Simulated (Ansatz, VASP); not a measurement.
# Cross-check of Si10BC183 (annealed Voronoi polycrystal of C with 5 % Si on C sites (3 grains at the start)) between VASP and Ansatz

Wanted: the spread between two codes on one cell, functional and k mesh. The structure shown is the start of the Ansatz relaxation below; VASP solves that cell, so the two are compared at the walk's first step.

Program: Ansatz 0.2.0. Level of theory: plane waves, with VASP 6.6.1 beside it; single point at PBE. Results are calculated unless marked as measured.

### 1. Starting point

The cell holds 194 atoms: 183 C, 10 Si and 1 B. Cell: a = 13.252 Å, b = 10.434 Å, c = 11.146 Å, α = 90.0°, β = 90.0°, γ = 90.0°. It derives from C (diamond C). As first built, before any earlier steps moved the atoms (in the runner's words): 3 grains of diamond C (a = 3.566 A), 5 % of C replaced at random by Si at random centres and orientations, cut by Voronoi cells in a periodic box, atoms closer than 1.11 A removed; annealed 10 ps at 2550 K with the Tersoff potential (Tersoff, Phys. Rev. B 39, 5566 (1989)), cooled to 300 K. . Nearest the centre at fractional (0.162, 0.145, 0.872): B194 at 0.00 Å, C113 at 1.38 Å, C150 at 1.41 Å, C144 at 1.52 Å, C149 at 2.48 Å, C114 at 2.53 Å, C151 at 2.57 Å, C112 at 2.61 Å.

### 2. Ansatz: relaxation, PBE

Ansatz runs on its default PAW (the set named soft_2) files.

The two programs are compared at the cell with which this relaxation starts, whose forces are those of its first step.

Contents of input.yaml:

```yaml
crystal:
  lattice:
    - [13.25235, 0.0, 0.0]
    - [0.0, 10.43381, 0.0]
    - [0.0, 0.0, 11.14608]
  atoms:
    - { symbol: C, position: [0.99006, 0.19812, 0.52375] }
    - { symbol: C, position: [0.91279, 0.56831, 0.06355] }
[... 1 atom line left out ...]
    - { symbol: C, position: [0.05542, 0.25031, 0.08442] }
[... 2 atom lines left out ...]
    - { symbol: C, position: [0.07835, 0.3641, 0.64294] }
    - { symbol: C, position: [0.01719, 0.3266, 0.5518] }
[... 16 atom lines left out ...]
    - { symbol: C, position: [0.87978, 0.33928, 0.12006] }
[... 25 atom lines left out ...]
    - { symbol: C, position: [0.9547, 0.38345, 0.35102] }
[... 4 atom lines left out ...]
    - { symbol: C, position: [0.95953, 0.25092, 0.16968] }
    - { symbol: C, position: [0.91448, 0.48309, 0.71551] }
[... 39 atom lines left out ...]
    - { symbol: C, position: [0.46898, 0.78164, 0.09813] }
[... 3 atom lines left out ...]
    - { symbol: C, position: [0.22471, 0.49367, 0.12932] }
[... 2 atom lines left out ...]
    - { symbol: C, position: [0.28061, 0.89012, 0.11438] }
[... 2 atom lines left out ...]
    - { symbol: C, position: [0.47715, 0.69543, 0.99602] }
    - { symbol: C, position: [0.29931, 0.42437, 0.04695] }
[... 3 atom lines left out ...]
    - { symbol: C, position: [0.53723, 0.62638, 0.83155] }
    - { symbol: C, position: [0.64236, 0.35753, 0.97418] }
    - { symbol: C, position: [0.28442, 0.79522, 0.01143] }
    - { symbol: C, position: [0.07, 0.8296, 0.97833] }
[... 1 atom line left out ...]
    - { symbol: C, position: [0.20391, 0.60999, 0.90401] }
    - { symbol: Si, position: [0.29164, 0.50819, 0.81951] }
[... 3 atom lines left out ...]
    - { symbol: C, position: [0.13581, 0.9374, 0.98376] }
[... 4 atom lines left out ...]
    - { symbol: C, position: [0.6858, 0.03302, 0.81202] }
[... 3 atom lines left out ...]
    - { symbol: C, position: [0.84588, 0.26786, 0.75012] }
    - { symbol: C, position: [0.78244, 0.26838, 0.85532] }
    - { symbol: Si, position: [0.7019, 0.15624, 0.69454] }
[... 7 atom lines left out ...]
    - { symbol: C, position: [0.4266, 0.11722, 0.90687] }
    - { symbol: C, position: [0.36449, 0.25804, 0.90667] }
    - { symbol: C, position: [0.66674, 0.9728, 0.55453] }
    - { symbol: C, position: [0.48562, 0.16881, 0.56887] }
[... 1 atom line left out ...]
    - { symbol: C, position: [0.47571, 0.40424, 0.75678] }
    - { symbol: C, position: [0.49775, 0.2801, 0.47622] }
[... 1 atom line left out ...]
    - { symbol: C, position: [0.32078, 0.082, 0.48966] }
    - { symbol: C, position: [0.4438, 0.19371, 0.6888] }
    - { symbol: C, position: [0.38725, 0.32628, 0.69833] }
[... 4 atom lines left out ...]
    - { symbol: C, position: [0.18843, 0.21318, 0.56987] }
[... 4 atom lines left out ...]
    - { symbol: C, position: [0.15048, 0.26889, 0.67227] }
[... 3 atom lines left out ...]
    - { symbol: C, position: [0.28734, 0.1209, 0.36661] }
[... 5 atom lines left out ...]
    - { symbol: C, position: [0.89578, 0.96463, 0.97015] }
[... 7 atom lines left out ...]
    - { symbol: C, position: [0.767, 0.61731, 0.76482] }
    - { symbol: C, position: [0.59879, 0.83921, 0.88081] }
[... 2 atom lines left out ...]
    - { symbol: C, position: [0.50125, 0.7564, 0.87038] }
    - { symbol: C, position: [0.42326, 0.81965, 0.77979] }
[... 3 atom lines left out ...]
    - { symbol: C, position: [0.61405, 0.74292, 0.61767] }
[... 1 atom line left out ...]
    - { symbol: C, position: [0.43459, 0.95495, 0.72495] }
    - { symbol: C, position: [0.18734, 0.97516, 0.64561] }
[... 1 atom line left out ...]
    - { symbol: C, position: [0.38894, 0.74009, 0.67682] }
    - { symbol: C, position: [0.11828, 0.90908, 0.57529] }
kpoints:
  mp_grid: { grid: [1, 1, 1] }
hamiltonian:
  xc: pbe
scf:
  occupations: { method: fermi_dirac, width: 0.05 }
output:
  forces: true
  eigenvalues: true
relax:
  f_tol: 0.05
  max_steps: 90
```

Run with:

```
$ ansatz run input.yaml --threads 4 --pin off --max-ram 8192MiB --backend cpu --events-out ev --progress --plain --runs-dir out
```

Numbers of over 12 decimals in the logs are rounded to 6 here.

What it wrote:

```text
Engine: ansatz 0.2.0, x86_64-unknown-linux-gnu
Pseudopotentials: kind: paw
Pseudopotential: C, paw, valence charge 4, recommended cutoff 420 eV (normal), C.paw.azcp
Pseudopotential: Si, paw, valence charge 4, recommended cutoff 420 eV (normal), Si.paw.azcp
Pseudopotential: B, paw, valence charge 3, recommended cutoff 420 eV (normal), B.paw.azcp
Functional definition: PBE
  parameter kappa = 0.804
  parameter beta = 0.066725
  exchange = pbe_x(kappa = kappa, mu = beta*pi^2/3)
  correlation = pbe_c(beta = beta)
Crystal: 194 atoms, lattice volume = 1541.196 Å³
Basis set: ecut = 420 eV, 30163 PW (Γ), exchange–correlation on 180×144×150 points (8 copies of the dense FFT grid, shifted against one another)
Bands: 582, of which v1, the nominal top of the filled ones, is band 388 counted from 1 (387 counted from 0)
Symmetry: 1 space group operations
Space group: P1 (ITA 1), of the structure as read, at distance tolerance 1.2e-4 Å
k-points: 1
Non-local potential: C, projectors of the file, l = 0: 2, l = 1: 2, l = 2: 1
Non-local potential: Si, projectors of the file, l = 0: 2, l = 1: 2, l = 2: 2
Non-local potential: B, projectors of the file, l = 0: 2, l = 1: 2, l = 2: 1
PAW form: soft (Blöchl's): semilocal exchange-correlation on the pseudo side does not see the compensation charge
PAW one-centre angular grid: C, 110 points (default); XC on 64 Gauss nodes
PAW one-centre angular grid: Si, 110 points (default); XC on 64 Gauss nodes
PAW one-centre angular grid: B, 110 points (default); XC on 64 Gauss nodes
Initial density: superposition of atomic densities (neutral atoms: chi_scale 0, normalization atom), corrected by the library's trained network
Initial wavefunctions: pseudopotential atomic-orbital guess
Functional: x = pbe(κ = 0.804, μ = 0.219515), c = pbe(β = 0.066725)
SCF iter   1: F=—  HF=-52289.460029 eV  |F-HF|=—  |Δ(HF+E_count)|=         —  Δρ=1.39e-2  dr2=5.16e0  ethr=1.77e-3  ⟨swp⟩=6.0  Hψ=2643  notcnv=0  defer=98
preconditioner: auto → LDOS  [insulator: Δε(μ)=0.194 eV  Ē_g=14.294 eV  σ=0.050 eV  W_gap=0.64  n_scr=362 (ndim 8)  ℏωp=26.3 eV  f_vac=0.012  D(μ)=18.61/eV (n_scr^D=86)  ε∞_Penn≈4.4  β→1.0]
SCF iter   2: F=—  HF=-52289.300123 eV  |F-HF|=—  |Δ(HF+E_count)|=   1.60e-1  Δρ=9.83e-3  dr2=3.59e0  ethr=6.66e-4  ⟨swp⟩=2.0  Hψ=928  notcnv=0  defer=168
SCF iter   3: F=—  HF=-52288.667151 eV  |F-HF|=—  |Δ(HF+E_count)|=   6.33e-1  Δρ=2.76e-3  dr2=2.25e-1  ethr=4.63e-4  ⟨swp⟩=4.0  Hψ=744  notcnv=0  defer=168
SCF iter   4: F=—  HF=-52288.625386 eV  |F-HF|=—  |Δ(HF+E_count)|=   4.18e-2  Δρ=9.68e-4  dr2=2.55e-2  ethr=2.90e-5  ⟨swp⟩=2.0  Hψ=771  notcnv=0  defer=168
SCF iter   5: F=—  HF=-52288.622042 eV  |F-HF|=—  |Δ(HF+E_count)|=   3.34e-3  Δρ=4.34e-4  dr2=4.61e-3  ethr=3.29e-6  ⟨swp⟩=2.0  Hψ=870  notcnv=0  defer=168
SCF iter   6: F=—  HF=-52288.621663 eV  |F-HF|=—  |Δ(HF+E_count)|=   3.80e-4  Δρ=2.14e-4  dr2=9.91e-4  ethr=5.94e-7  ⟨swp⟩=2.0  Hψ=716  notcnv=0  defer=168
SCF iter   7: F=—  HF=-52288.621601 eV  |F-HF|=—  |Δ(HF+E_count)|=   6.18e-5  Δρ=1.15e-4  dr2=2.99e-4  ethr=1.28e-7  ⟨swp⟩=2.0  Hψ=631  notcnv=0  defer=168
SCF iter   8: F=—  HF=-52288.621570 eV  |F-HF|=—  |Δ(HF+E_count)|=   3.09e-5  Δρ=6.02e-5  dr2=8.00e-5  ethr=3.86e-8  ⟨swp⟩=2.0  Hψ=712  notcnv=0  defer=168
SCF iter   9: F=-52288.621544 eV  HF=-52288.621562 eV  |F-HF|=1.73e-5  |Δ(HF+E_count)|=   8.46e-6  Δρ=3.14e-5  dr2=2.28e-5  ethr=8.06e-9  ⟨swp⟩=15.0  Hψ=3344  notcnv=0
SCF 1 converged in 9 iterations: F = -52288.621544 eV  dr2 = 2.28e-5
  greatest PAW one-centre occupation: 0.695 electrons in one spin orbital (limit 2), on the C atom at site 7 (counted from 0), in its partial waves of l = 0
relax step   1: F+E_penalty+E_count = -52288.62154420 eV  Δ(F+E_penalty+E_count) = +0.000e0 eV  max|allowed force component| = 4.091e0 eV/Å  Δτ_max = 0.0000 Å  (9 SCF iters, dr2 threshold 6.25e-5 eV, accepted)
Initial density: handed on by an earlier stage of this run
Initial wavefunctions: those handed on with the density
iter 1 solved again at ethr=9.19e-5 eV; its pass at ethr=3.10e-3 eV (dr2=7.12e-1 eV) is discarded
SCF iter   1: F=—  HF=-52289.131877 eV  |F-HF|=—  |Δ(HF+E_count)|=         —  Δρ=5.05e-3  dr2=6.66e-1  ethr=9.19e-5  ⟨swp⟩=2.0  Hψ=1486  notcnv=0  defer=168
preconditioner: auto → LDOS  [insulator: Δε(μ)=0.172 eV  Ē_g=14.273 eV  σ=0.050 eV  W_gap=0.61  n_scr=362 (ndim 8)  ℏωp=26.3 eV  f_vac=0.014  D(μ)=21.78/eV (n_scr^D=106)  ε∞_Penn≈4.4  β→1.0]
SCF iter   2: F=—  HF=-52289.036412 eV  |F-HF|=—  |Δ(HF+E_count)|=   9.55e-2  Δρ=2.16e-3  dr2=1.19e-1  ethr=8.59e-5  ⟨swp⟩=3.0  Hψ=793  notcnv=0  defer=168
SCF iter   3: F=—  HF=-52289.011951 eV  |F-HF|=—  |Δ(HF+E_count)|=   2.45e-2  Δρ=6.87e-4  dr2=1.72e-2  ethr=1.54e-5  ⟨swp⟩=2.0  Hψ=788  notcnv=0  defer=168
SCF iter   4: F=—  HF=-52289.009848 eV  |F-HF|=—  |Δ(HF+E_count)|=   2.10e-3  Δρ=3.31e-4  dr2=3.05e-3  ethr=2.22e-6  ⟨swp⟩=2.0  Hψ=714  notcnv=0  defer=168
[...]
- { symbol: C, position: [0.451317, 0.923660, 0.050621] }
    - { symbol: C, position: [0.226285, 0.743390, 0.431709] }
    - { symbol: C, position: [0.203959, 0.641512, 0.338396] }
    - { symbol: C, position: [0.195693, 0.507899, 0.349448] }
    - { symbol: C, position: [0.202394, 0.436564, 0.241757] }
    - { symbol: C, position: [0.181595, 0.692767, 0.228323] }
    - { symbol: C, position: [0.202814, 0.623230, 0.121344] }
    - { symbol: C, position: [0.572639, 0.936062, 0.228829] }
    - { symbol: Si, position: [0.614322, 0.795169, 0.140866] }
    - { symbol: C, position: [0.469757, 0.781546, 0.098111] }
    - { symbol: C, position: [0.418049, 0.591058, 0.228027] }
    - { symbol: C, position: [0.453026, 0.492497, 0.132117] }
    - { symbol: C, position: [0.379952, 0.368860, 0.128858] }
    - { symbol: C, position: [0.223969, 0.492864, 0.129679] }
    - { symbol: C, position: [0.235518, 0.306300, 0.254945] }
    - { symbol: Si, position: [0.196485, 0.212046, 0.119297] }
    - { symbol: C, position: [0.281433, 0.887623, 0.114783] }
    - { symbol: C, position: [0.052049, 0.852945, 0.190050] }
    - { symbol: C, position: [0.553556, 0.577582, 0.963114] }
    - { symbol: C, position: [0.477864, 0.695353, 0.995984] }
    - { symbol: C, position: [0.299267, 0.424272, 0.047155] }
    - { symbol: C, position: [0.449127, 0.558607, 0.00827326] }
    - { symbol: C, position: [0.379199, 0.476742, 0.944814] }
    - { symbol: C, position: [0.315880, 0.283681, 0.030382] }
    - { symbol: C, position: [0.537723, 0.625933, 0.831443] }
    - { symbol: C, position: [0.642523, 0.357025, 0.973645] }
[...]
- { symbol: Si, position: [0.293186, 0.510274, 0.819204] }
[...]
- { symbol: Si, position: [0.701478, 0.156824, 0.695194] }
[...]
- { symbol: B, position: [0.160079, 0.141960, 0.870475] }
[...]
- { symbol: Si, position: [0.314121, 0.876003, 0.869674] }
[...]
- { symbol: C, position: [0.616973, 0.023042, 0.454632] }
    - { symbol: C, position: [0.614061, 0.743043, 0.617539] }
    - { symbol: C, position: [0.420740, 0.936403, 0.599611] }
    - { symbol: C, position: [0.434609, 0.954798, 0.724802] }
    - { symbol: C, position: [0.188689, 0.975100, 0.645142] }
    - { symbol: C, position: [0.431644, 0.044101, 0.517426] }
    - { symbol: C, position: [0.390253, 0.739791, 0.675918] }
    - { symbol: C, position: [0.118704, 0.910127, 0.574631] }
```

### 3. VASP: single point, PBE, start cell

The same cell, functional, mesh and smearing now go to VASP, with its own data sets.

Lines of VASP's logs that name or quote its potential files are left out, and so is its time.

Contents of INCAR:

```
SYSTEM = Si10BC183
PREC = Accurate
ENCUT = 520
EDIFF = 1E-06
NELM = 120
ISMEAR = -1
SIGMA = 0.05
LREAL = Auto
ALGO = Normal
GGA = PE
NBANDS = 523
LORBIT = 11
LWAVE = .FALSE.
LCHARG = .FALSE.
ISIF = 2
LASPH = .TRUE.
GGA_COMPAT = .FALSE.
```

Contents of POSCAR:

```
Si10BC183
1.0
   13.2523500000      0.0000000000      0.0000000000
    0.0000000000     10.4338100000      0.0000000000
    0.0000000000      0.0000000000     11.1460800000
C Si B
183 10 1
Direct
    0.9900583670      0.1981155494      0.5237536425
    0.9127890525      0.5683063042      0.0635470049
[... 1 atom line left out ...]
    0.0554165865      0.2503112478      0.0844242998
[... 2 atom lines left out ...]
    0.0783483684      0.3641047709      0.6429435281
    0.0171894041      0.3266016920      0.5517993770
[... 16 atom lines left out ...]
    0.9781208616      0.1374569788      0.0868107891
[... 25 atom lines left out ...]
    0.9595279328      0.2509246383      0.1696829737
[... 4 atom lines left out ...]
    0.1779835274      0.0520998561      0.1941220591
    0.1972027603      0.9630710162      0.0954685414
[... 39 atom lines left out ...]
    0.2806068358      0.8901158829      0.1143810201
[... 3 atom lines left out ...]
    0.2993129520      0.4243703882      0.0469492413
[... 2 atom lines left out ...]
    0.3152271107      0.2834439193      0.0306296025
[... 2 atom lines left out ...]
    0.2844174807      0.7952224547      0.0114300274
    0.0700026788      0.8296010757      0.9783260124
[... 3 atom lines left out ...]
    0.0625624889      0.3317292533      0.9737862998
    0.1235026241      0.2660964691      0.8944131031
    0.1358098752      0.9374044572      0.9837629014
    0.9071372247      0.1089343203      0.9712024317
[... 1 atom line left out ...]
    0.9330420642      0.0873889787      0.8329565192
    0.9325893143      0.1280740209      0.6034587945
[... 3 atom lines left out ...]
    0.9141925772      0.1631906274      0.7316114724
[... 4 atom lines left out ...]
    0.4332590069      0.0816767796      0.7714191895
[... 3 atom lines left out ...]
    0.4505766902      0.3598110374      0.8957857830
    0.4266035835      0.1172246763      0.9068659116
    0.3644862987      0.2580361345      0.9066685328
[... 7 atom lines left out ...]
    0.4438005335      0.1937068051      0.6887982143
    0.3872520723      0.3262758283      0.6983262277
    0.3007164767      0.3141709500      0.7980114982
    0.1950371066      0.2537807378      0.7901522329
[... 1 atom line left out ...]
    0.2357770509      0.0864401403      0.5690520793
    0.1884269582      0.2131819537      0.5698685098
[... 1 atom line left out ...]
    0.2049221459      0.9382478692      0.7747477140
    0.1628616811      0.0103413806      0.8736883281
    0.1504789717      0.2688854790      0.6722722249
[... 4 atom lines left out ...]
    0.0565333696      0.7459211927      0.8757159468
[... 4 atom lines left out ...]
    0.8957807483      0.9646332452      0.9701527353
[... 3 atom lines left out ...]
    0.9119363735      0.9549723447      0.8434983420
[... 5 atom lines left out ...]
    0.3987368278      0.9849805584      0.9591712961
[... 7 atom lines left out ...]
    0.4345870732      0.9549531763      0.7249544234
    0.1873403585      0.9751567261      0.6456081421
[... 2 atom lines left out ...]
    0.1182809087      0.9090830675      0.5752874553
    0.0099303142      0.4935109993      0.9432374431
[... 3 atom lines left out ...]
    0.0338430543      0.0221587320      0.2095534932
[... 1 atom line left out ...]
    0.1968707437      0.2120126780      0.1213789960
    0.2916388414      0.5081940346      0.8195078449
[... 1 atom line left out ...]
    0.3118692156      0.8797265812      0.8688435755
    0.1616317106      0.1454406396      0.8715979071
```

Contents of KPOINTS:

```
Automatic mesh
0
Gamma
1 1 1
0 0 0
```

Potentials, in the order of the species: C, Si and B (PBE family, release 64).

Run with:

```
$ export OMP_NUM_THREADS=4
$ mpirun -np 1 vasp_gam
```

What it wrote:

```text
[banner, memory and clock lines left out]
running    1 mpi-ranks, on    1 nodes
[...]
Offloading initialized ...    1 GPUs detected
[...]
LDA part: xc-table for (Slater+PW92), standard interpolation
 POSCAR, INCAR and KPOINTS ok, starting setup
[...]
entering main loop
       N       E                     dE             d eps       ncg     rms          rms(c)
DAV:   1     0.527150637886E+04    0.52715E+04   -0.45292E+05  1054   0.149E+03
DAV:   2    -0.115150150757E+04   -0.64230E+04   -0.60376E+04  1297   0.337E+02
DAV:   3    -0.168145680909E+04   -0.52996E+03   -0.51370E+03  1292   0.926E+01
DAV:   4    -0.169678173204E+04   -0.15325E+02   -0.15180E+02  1236   0.169E+01
[...]
DAV:  19    -0.160163336007E+04   -0.61848E-05   -0.12680E-05  1204   0.528E-03    0.459E-03
DAV:  20    -0.160163336117E+04   -0.11013E-05   -0.25781E-06   892   0.243E-03    0.189E-03
DAV:  21    -0.160163336127E+04   -0.96405E-07   -0.51731E-07   676   0.108E-03
   1 F= -.16016334E+04 E0= -.16015398E+04  d E =-.187222E+00
```

OUTCAR, selected parts (step 3):

```text
  FREE ENERGIE OF THE ION-ELECTRON SYSTEM (eV)
  ---------------------------------------------------
  free  energy   TOTEN  =     -1601.6333612713 eV

  energy  without entropy=    -1601.4461394579  energy(sigma->0) =    -1601.53975036
```

This run has no spin polarisation. Its electron count is odd, so without a moment it is a metal by construction.

### 4. Differences

Known differences besides the potentials themselves: the cutoff is 420 eV in Ansatz and 520 eV in VASP (PREC = Accurate, projectors in real space). Total energies have different zeros and are not compared.

Forces on 10 of the 194 atoms, those with the largest forces and the largest differences (eV/Å; atoms numbered as in POSCAR):

| atom | Ansatz x, y, z | VASP x, y, z |
| --- | --- | --- |
| C4 | -0.019, 0.223, 0.215 | 0.016, 0.233, 0.217 |
| C101 | -0.009, -0.080, -0.002 | -0.043, -0.022, -0.023 |
| C104 | 0.047, -0.002, -0.038 | 0.032, -0.077, -0.044 |
| C113 | -0.797, 3.432, 1.272 | -0.803, 3.437, 1.280 |
| C114 | 0.212, -0.141, -0.329 | 0.215, -0.129, -0.323 |
| C135 | -0.016, -0.015, -0.061 | -0.010, -0.039, -0.126 |
| C144 | 0.253, 1.384, -1.387 | 0.275, 1.407, -1.401 |
| C150 | 0.031, -4.091, 0.396 | 0.026, -4.040, 0.409 |
| C151 | 0.177, 0.080, 0.300 | 0.173, 0.074, 0.328 |
| B194 | 0.507, -1.007, -0.158 | 0.502, -1.061, -0.144 |

The forces differ by 19 meV/Å r.m.s., which is 7.6 % of the r.m.s. force of 0.254 eV/Å (both taken over all components).

### 5. Summary of results

- r.m.s. force difference (single point, PBE, start cell): 7.6 % of the r.m.s. force

In words: The r.m.s. force difference is 7.6 % of the r.m.s. force (single point, PBE, start cell), beyond the 3 % picked in this series as the mark of a large difference. What causes the difference of the single point, PBE, start cell pair stays open here. 1 further run of this series is not shown here. How closely two codes agree says nothing of how well the functional describes the real material.

[Lines on the potential files, build, host, timing and source positions are cut from VASP's logs without a mark.]

[Logs are printed without paths, hosts, clocks, repeated set-up lines and the standing remarks that a program may print on its own settings, such as how far it seeks lower states.]

[Hosts, paths, dates, database ids (printed as entryN), source tags and the programs' standing remarks are cut or masked in the printed files.]
